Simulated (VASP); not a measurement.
Data:

```
LiF
1.0
    0.00000     1.98182     1.98182
    1.98182     0.00000     1.98182
    1.98182     1.98182     0.00000
Li F
1 1
Direct
  0.00000   0.00000   0.00000
  0.50000   0.50000   0.50000
```

The numbers are results of PBEsol GGA, VASP's PBE PAW potentials (set 64) (plane waves; VASP 6.6.1), not measurements. Run with 520 eV cut-off, 11×11×11 Γ-centred mesh, Gaussian smearing of 0.050 eV, potentials Li_sv F.

Question: Give the stress tensor in GPa (positive for a compressed cell).

Answer: 
```
2.35  0.00  0.00
0.00  2.35  0.00
0.00  0.00  2.35
```
The pressure is its mean diagonal, 2.35 GPa.

The compound is LiF in the rock salt structure. This cell is one point of a volume scan, at 0.97 of the reference volume.
